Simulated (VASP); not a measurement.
Data:

```xyz
12
Lattice="5.3416 0.0000 0.0000 0.0000 4.1780 0.0000 0.0000 0.0000 7.9514" Properties=species:S:1:pos:R:3 pbc="T T T"
W      3.0852     1.0445     6.2125
W      0.4144     1.0445     5.7146
W      2.2564     3.1335     1.7389
W      4.9272     3.1335     2.2368
W      1.0195     1.0445     0.4842
W      3.6903     1.0445     3.4915
W      4.3221     3.1335     7.4672
W      1.6513     3.1335     4.4599
Si     3.7140     1.0445     0.8955
Si     1.0432     1.0445     3.0802
Si     1.6276     3.1335     7.0559
Si     4.2983     3.1335     4.8712
```

All values below come from r2SCAN meta-GGA, VASP's PBE PAW potentials (set 64) (plane waves; VASP 6.6.1). Numerical set-up: 400 eV cut-off, 7×8×5 Γ-centred mesh, tetrahedra with Blöchl corrections, potentials W_sv Si.

For a metal the tetrahedron method with Blöchl corrections gives inexact stress and forces. Unless said otherwise, spin-orbit coupling is left out, though it shifts the bands of the heavy elements here.

Question: What does the run give for the energy per atom (σ→0), largest force, band gap (over mesh and band path) with the smallest direct gap where there is one?

Answer: 
* **band gap (over mesh and band path)**: none (metal, semimetal or under 0.01 eV)
* **energy per atom (σ→0)**: -36.994 eV/atom
* **largest force**: 0.091 eV/Å

The absolute energy has meaning only against runs of the same code, potentials and settings.

The structure was generated: SiW2 was put into the Co2Si type (Pnma), which need not be its known phase. It was relaxed first.
